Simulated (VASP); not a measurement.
VASP runs on Zn₃N₂ (space group Ia-3) share one base input (revPBE GGA, plane waves, VASP's PBE PAW potentials (set 64)) and change the settings named in each case.

**INCAR**
```
# general
SYSTEM  = Zn3N2
PREC    = Accurate
ENCUT   = 400   # plane-wave cut-off (eV)
LREAL   = Auto   # projection in real space or not
LASPH   = .TRUE.

# electronic loop
EDIFF   = 1E-6
NELM    = 100   # most electronic steps
ALGO    = Normal   # blocked Davidson
LMAXMIX = 4   # l cut-off of mixed one-centre charges

# smearing
ISMEAR  = 1   # Methfessel-Paxton
SIGMA   = 0.136

# functional
GGA     = RE   # revPBE

# ions
ISIF    = 2   # forces and stress, cell fixed

# output
LWAVE   = .FALSE.
LCHARG  = .FALSE.
```

### POSCAR
```
Zn3N2
1
   -4.7431370000     4.7431370000     4.7431370000
    4.7431370000    -4.7431370000     4.7431370000
    4.7431370000     4.7431370000    -4.7431370000
N Zn
16 24
Direct
  0.5000000000   0.5000000000   0.5000000000
  0.5000000000   0.0000000000   0.0000000000
  0.0000000000   0.0000000000   0.5000000000
  0.0000000000   0.5000000000   0.0000000000
  0.2500000000   0.7165000000   0.4665000000
  0.7500000000   0.7835000000   0.0335000000
  0.4665000000   0.2500000000   0.7165000000
  0.0335000000   0.7500000000   0.7835000000
  0.7165000000   0.4665000000   0.2500000000
  0.7835000000   0.0335000000   0.7500000000
  0.7500000000   0.2835000000   0.5335000000
  0.2500000000   0.2165000000   0.9665000000
  0.5335000000   0.7500000000   0.2835000000
  0.9665000000   0.2500000000   0.2165000000
  0.2835000000   0.5335000000   0.7500000000
  0.2165000000   0.9665000000   0.2500000000
  0.5361000000   0.7737000000   0.5434000000
  0.7303000000   0.9927000000   0.9566000000
  0.7697000000   0.7263000000   0.2624000000
  0.9639000000   0.5073000000   0.2376000000
  0.5434000000   0.5361000000   0.7737000000
  0.9566000000   0.7303000000   0.9927000000
  0.2624000000   0.7697000000   0.7263000000
  0.2376000000   0.9639000000   0.5073000000
  0.7737000000   0.5434000000   0.5361000000
  0.9927000000   0.9566000000   0.7303000000
  0.7263000000   0.2624000000   0.7697000000
  0.5073000000   0.2376000000   0.9639000000
  0.4639000000   0.2263000000   0.4566000000
  0.2697000000   0.0073000000   0.0434000000
  0.2303000000   0.2737000000   0.7376000000
  0.0361000000   0.4927000000   0.7624000000
  0.4566000000   0.4639000000   0.2263000000
  0.0434000000   0.2697000000   0.0073000000
  0.7376000000   0.2303000000   0.2737000000
  0.7624000000   0.0361000000   0.4927000000
  0.2263000000   0.4566000000   0.4639000000
  0.0073000000   0.0434000000   0.2697000000
  0.2737000000   0.7376000000   0.2303000000
  0.4927000000   0.7624000000   0.0361000000
```

**KPOINTS**
```
kpoints
0
G
  3 3 3
0 0 0
```

POTCAR, in this order: N Zn (PBE.64 set). Program: vasp_std.

```json
[
 {"change": "base run", "E(σ→0) (eV/atom)": "-3.4186", "pressure (GPa)": "20.63", "−TS (eV)": "0.0003"},
 {"change": "KPOINTS 1×1×1 Γ-centred mesh", "E(σ→0) (eV/atom)": "-3.3580", "pressure (GPa)": "21.61", "−TS (eV)": "-0.1121"},
 {"change": "KPOINTS 1×1×1 Γ-centred mesh shifted by (0.5, 0.5, 0.5)", "E(σ→0) (eV/atom)": "-3.4236", "pressure (GPa)": "20.48", "−TS (eV)": "0.0303"},
 {"change": "KPOINTS 2×2×2 Γ-centred mesh", "E(σ→0) (eV/atom)": "-3.4165", "pressure (GPa)": "20.66", "−TS (eV)": "0.0027"},
 {"change": "KPOINTS 2×2×2 Γ-centred mesh shifted by (0.5, 0.5, 0.5)", "E(σ→0) (eV/atom)": "-3.4200", "pressure (GPa)": "20.65", "−TS (eV)": "0.0254"},
 {"change": "KPOINTS 3×3×3 Γ-centred mesh shifted by (0.5, 0.5, 0.5)", "E(σ→0) (eV/atom)": "-3.4198", "pressure (GPa)": "20.63", "−TS (eV)": "0.0104"},
 {"change": "KPOINTS 3×3×3 Γ-centred mesh shifted by (0, 0, 0.5)", "E(σ→0) (eV/atom)": "-3.4195", "pressure (GPa)": "20.64", "−TS (eV)": "0.0076"}
]
```
 Energies of different potentials or functionals have different zeros.  At 400 eV the pressure can carry a Pulay error.

Left out are runs that ran out of time, are held back, or changed the cell or the kind of run, fixed moments of cells without a moment, rows past the twelfth, gaps on odd meshes, pressures of charged cells and columns that move by less than the noise.

The structure was generated: Zn3N2 was put into an ordered model structure, a phase also known from measurement. The cell was not relaxed at this level, its lattice was scaled by up to 2.5 %.
